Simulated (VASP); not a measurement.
Input of a VASP 6.6.1 run:

INCAR

```
PREC = Accurate
ENCUT = 600
EDIFF = 1E-6
ISMEAR = -1
SIGMA = 0.05
LREAL = False
LASPH = True
NELM = 60
ALGO = Normal
ISIF = 3
LWAVE = False
LCHARG = False
GGA = RE
IVDW = 1
IBRION = 2
NSW = 60
EDIFFG = -0.01
```

KPOINTS

```
Automatic mesh
0
Gamma
  7 7 7
```

Contents of POSCAR:

```
LaSc
1.0
    3.9480400000      0.0000000000      0.0000000000
    0.0000000000      3.9480400000      0.0000000000
    0.0000000000      0.0000000000      3.9480400000
La Sc
1 1
Direct
    0.0000000000      0.0000000000      0.0000000000
    0.5000000000      0.5000000000      0.5000000000
```

Potentials or basis: VASP PAW PBE potentials, release 64 (La, Sc_sv).

Run with:

```bash
$ cat potpaw_PBE.64/La/POTCAR potpaw_PBE.64/Sc_sv/POTCAR > POTCAR
$ mpirun -np 1 vasp_std > vasp.out
```

Task: Estimate the dispersion energy per atom.

Result: -2.672 eV.

Task: Predict the space group after relaxing (to 0.05 Å).

Result: Pm-3m (No. 221).

Task: What does it give for the relaxed volume?

Result: 26.71 Å³/atom.

Task: Predict the band gap on the k mesh.

Result: None (metal or under the smearing width).

Final structure:
```yaml
crystal:
  lattice:
    - [3.76638, 0.00000, 0.00000]
    - [0.00000, 3.76638, 0.00000]
    - [0.00000, 0.00000, 3.76638]
  atoms:
    - { symbol: La, position: [0.00000, 0.00000, 0.00000] }
    - { symbol: Sc, position: [0.50000, 0.50000, 0.50000] }
```

Caveat: atom-pairwise D2, TS and ULG terms overbind metals; the PAW data sets were made with another functional, which shifts forces and pressure a little; pairwise dispersion overbinds metals, which lowers pressure and volume. Spin-orbit coupling is left out, which matters for the levels of La.
